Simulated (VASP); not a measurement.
Calculation: r2SCAN meta-GGA, VASP's PBE PAW potentials (set 64) (plane waves; VASP).

Input for VASP

INCAR:
```
! general
SYSTEM   =  CuAu
PREC     =  Accurate
ENCUT    =  480   ! plane-wave cut-off (eV)
LREAL    =  .False.   ! projection in real space or not
LASPH    =  .True.   ! aspherical one-centre terms

! electronic loop
EDIFF    =  1E-7   ! SCF stop (eV)
NELM     =  100
ALGO     =  Normal
LMAXMIX  =  6   ! l cut-off of mixed one-centre charges
LMIXTAU  =  .True.

! smearing
ISMEAR   =  1   ! Methfessel-Paxton
SIGMA    =  0.1

! functional
METAGGA  =  R2SCAN

! ions
IBRION   =  2   ! conjugate gradients
NSW      =  30   ! most ionic steps
ISIF     =  2
EDIFFG   =  -0.01   ! ionic stop

! output
LWAVE    =  .False.
LCHARG   =  .False.
```

### POSCAR
```
CuAu
1.0
  2.8673139389   0.0000000000  -0.0143365697
  0.0000000000   2.8673139389   0.0000000000
 -0.0176645424   0.0000000000   3.5329084820
Cu Au
1 1
Cartesian
  0.0000000000   0.0000000000   0.0000000000
  1.4248246983   1.4336569695   1.7592859561
```

File KPOINTS:
```
Regular mesh
0
gamma
 12 12 10
```

POTCAR, in this order: Cu Au (PBE.64 set). Program: vasp_std.

Unless said otherwise, spin-orbit coupling is left out, though it shifts the bands of the heavy elements here.

Question: Predict the energy per atom (σ→0), band gap (on the k-mesh).

Answer: 
| Quantity | Value |
|---|---|
| energy per atom (σ→0) | -30.776 eV/atom |
| band gap (on the k-mesh) | none (metal, semimetal or under 0.01 eV) |

File OSZICAR:
```
...
DAV:  10    -0.615497260337E+02    0.86246E-03   -0.13177E-02 15988   0.182E+00    0.780E-02
DAV:  11    -0.615514470097E+02   -0.17210E-02   -0.43969E-03 15053   0.119E+00    0.810E-02
DAV:  12    -0.615520977052E+02   -0.65070E-03   -0.52457E-04 17271   0.321E-01    0.431E-02
DAV:  13    -0.615521086667E+02   -0.10961E-04   -0.17264E-04 16755   0.314E-01    0.764E-03
DAV:  14    -0.615521282978E+02   -0.19631E-04   -0.14005E-05 14735   0.484E-02    0.225E-03
DAV:  15    -0.615521288736E+02   -0.57577E-06   -0.43547E-07 16142   0.729E-03    0.121E-03
DAV:  16    -0.615521288715E+02    0.20900E-08   -0.39260E-07 15540   0.792E-03
   1 F= -.61552129E+02 E0= -.61552098E+02  d E =-.615521E+02
```

The compound is CuAu in the L1_0 structure. This cell was strained or had an atom moved on purpose.
